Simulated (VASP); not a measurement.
Consider the following.

```
CoSi2
1.0
    4.19703     0.00000     0.00000
   -2.09852     3.63474     0.00000
    0.00000     0.00000     4.54439
Co Si
1 2
Direct
  0.00000   0.00000   0.00000
  0.33333   0.66667   0.50000
  0.66667   0.33333   0.50000
```
Starting moments (μB, in the order of the record's atoms Co Si Si): 3.0 0.0 0.0.

Level of theory: PBE GGA, VASP's PBE PAW potentials (set 64) (plane waves; VASP). Run with 300 eV cut-off, 7×7×6 Γ-centred mesh, Fermi-Dirac smearing of 0.10 eV, potentials Co Si.

Q: Give the spin-up energies of bands 2 to 13 at the high-symmetry points, in eV from the Fermi level.

A: 
```csv
band,Γ,M,K,A,L,H
2,-2.55,-7.60,-8.13,-5.07,-7.25,-7.95
3,-2.55,-3.24,-5.16,-2.45,-3.51,-4.59
4,-2.47,-2.81,-2.60,-2.45,-2.66,-2.38
5,-2.31,-2.35,-2.60,-1.97,-2.58,-2.38
6,-2.31,-2.28,-1.86,-1.97,-2.14,-2.16
7,-2.04,-1.79,-1.86,-1.89,-1.78,-2.16
8,-1.29,-1.68,-1.60,-1.89,-1.69,-1.64
9,-1.29,-0.78,0.83,-1.70,-1.65,-1.06
10,-0.81,0.27,0.83,-0.52,-1.22,-1.06
11,-0.36,0.72,1.89,2.47,-0.30,-0.60
12,1.55,2.55,3.35,2.47,3.17,4.00
13,1.55,2.89,3.57,4.01,3.58,4.31
```

Q: Give the spin-down energies of bands 2 to 13 at the high-symmetry points, in eV from the Fermi level.

A: 
```json
[
 {"band": "2", "Γ": "-2.53", "M": "-7.63", "K": "-8.17", "A": "-4.99", "L": "-7.30", "H": "-7.97"},
 {"band": "3", "Γ": "-2.21", "M": "-3.26", "K": "-5.13", "A": "-1.90", "L": "-3.23", "H": "-4.63"},
 {"band": "4", "Γ": "-2.21", "M": "-1.59", "K": "-0.93", "A": "-1.90", "L": "-2.63", "H": "-1.96"},
 {"band": "5", "Γ": "-1.16", "M": "-1.52", "K": "-0.93", "A": "-0.62", "L": "-2.13", "H": "-1.96"},
 {"band": "6", "Γ": "-0.91", "M": "-0.18", "K": "-0.47", "A": "-0.56", "L": "-0.50", "H": "-0.55"},
 {"band": "7", "Γ": "0.07", "M": "-0.07", "K": "-0.20", "A": "-0.36", "L": "-0.36", "H": "-0.12"},
 {"band": "8", "Γ": "0.07", "M": "-0.05", "K": "-0.20", "A": "-0.36", "L": "-0.03", "H": "0.21"},
 {"band": "9", "Γ": "0.09", "M": "-0.01", "K": "1.52", "A": "-0.32", "L": "0.11", "H": "0.22"},
 {"band": "10", "Γ": "0.09", "M": "0.68", "K": "1.52", "A": "-0.32", "L": "0.28", "H": "0.22"},
 {"band": "11", "Γ": "0.18", "M": "1.37", "K": "2.30", "A": "2.79", "L": "0.45", "H": "0.22"},
 {"band": "12", "Γ": "1.53", "M": "2.63", "K": "3.49", "A": "2.79", "L": "3.46", "H": "4.04"},
 {"band": "13", "Γ": "1.53", "M": "3.23", "K": "3.71", "A": "3.85", "L": "3.72", "H": "4.26"}
]
```

It has no gap at this level: it comes out as a metal or semimetal.

The structure was generated: CoSi2 was put into an ordered model structure, which need not be its known phase. The cell was not relaxed at this level.
